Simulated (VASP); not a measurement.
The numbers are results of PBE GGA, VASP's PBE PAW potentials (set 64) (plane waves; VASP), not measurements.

The input files of a VASP run:

INCAR:
```
SYSTEM = WSi2
PREC = Accurate; ENCUT = 300; LREAL = F
LASPH = T
EDIFF = 1E-6; NELM = 100; ALGO = Normal
LMAXMIX = 6
ISMEAR = -1; SIGMA = 0.1
GGA = PE
ISIF = 2
LWAVE = F; LCHARG = F
```

File KPOINTS:
```
Automatic mesh
0
G
  8 8 8
0 0 0
```

**POSCAR**
```
WSi2
1
   -1.6050000000     1.6050000000     3.9150000000
    1.6050000000    -1.6050000000     3.9150000000
    1.6050000000     1.6050000000    -3.9150000000
Si W
2 1
Direct
  0.6650000000   0.6650000000   0.0000000000
  0.3350000000   0.3350000000   0.0000000000
  0.0000000000   0.0000000000   0.0000000000
```

POTCAR, in this order: Si W_sv (PBE.64 set). Program: vasp_std.

The run wrote:

### OSZICAR
```
       N       E                     dE             d eps       ncg     rms          rms(c)
DAV:   1     0.875137958251E+02    0.87514E+02   -0.81230E+03  1770   0.101E+03
DAV:   2    -0.233094055446E+02   -0.11082E+03   -0.10962E+03  2176   0.276E+02
DAV:   3    -0.256399217246E+02   -0.23305E+01   -0.23192E+01  2288   0.393E+01
DAV:   4    -0.256550028784E+02   -0.15081E-01   -0.15067E-01  2113   0.356E+00
DAV:   5    -0.256551846068E+02   -0.18173E-03   -0.18172E-03  2337   0.359E-01    0.255E+01
DAV:   6    -0.248982515057E+02    0.75693E+00   -0.45787E+00  2057   0.158E+01    0.883E+00
DAV:   7    -0.248161576326E+02    0.82094E-01   -0.30260E-01  1994   0.323E+00    0.467E+00
DAV:   8    -0.247935848806E+02    0.22573E-01   -0.47462E-02  2239   0.191E+00    0.311E-01
DAV:   9    -0.247931880067E+02    0.39687E-03   -0.12905E-03  2141   0.282E-01    0.180E-01
DAV:  10    -0.247931108510E+02    0.77156E-04   -0.30906E-04  2183   0.171E-01    0.361E-02
DAV:  11    -0.247931049473E+02    0.59038E-05   -0.35264E-05  2197   0.469E-02    0.144E-02
DAV:  12    -0.247931050794E+02   -0.13208E-06   -0.13522E-06  1487   0.832E-03
   1 F= -.24793105E+02 E0= -.24788256E+02  d E =-.969845E-02
```

File OUTCAR:
```
------------------------ aborting loop because EDIFF is reached ----------------------------------------
  FORCE on cell =-STRESS in cart. coord.  units (eV):
  Direction    XX          YY          ZZ          XY          YZ          ZX
  --------------------------------------------------------------------------------------
  Total        0.8851023      0.8851023      0.8472882      0.0000000     -0.0000000      0.0000000
  in kB       35.1529871     35.1529871     33.6511481      0.0000000     -0.0000000      0.0000000
  external PRESSURE =      34.6523741 kB  Pullay stress =       0.0000000 kB
  volume of cell :       40.34
      direct lattice vectors                 reciprocal lattice vectors
    -1.605000000  1.605000000  3.915000000     0.000000000  0.311526480  0.127713921
     1.605000000 -1.605000000  3.915000000     0.311526480  0.000000000  0.127713921
     1.605000000  1.605000000 -3.915000000     0.311526480  0.311526480  0.000000000
 POSITION                                       TOTAL-FORCE (eV/Angst)
 -----------------------------------------------------------------------------------
      0.00000      0.00000      5.20695        -0.000000     -0.000000      0.103432
      0.00000      0.00000      2.62305         0.000000      0.000000     -0.103432
      0.00000      0.00000      0.00000        -0.000000     -0.000000      0.000000
 -----------------------------------------------------------------------------------
    total drift:                               -0.000000      0.000000     -0.000000
  FREE ENERGIE OF THE ION-ELECTRON SYSTEM (eV)
  ---------------------------------------------------
  free  energy   TOTEN  =       -24.7931050794 eV

  energy  without entropy=      -24.7834066286  energy(sigma->0) =      -24.78825585
```
(Selected blocks of OUTCAR.)

At this cut-off the stress carries a Pulay error, which pulls relaxed volumes low.

The structure is a typed WSi2 crystal. The cell was not relaxed at this level. The k-mesh is coarse (spacing up to 0.35 per Å, 2π included), so the numbers may not be converged in it. The run is one of a series of settings (KPOINTS 8×8×8 Γ-centred mesh against the base run), some of them coarse on purpose.
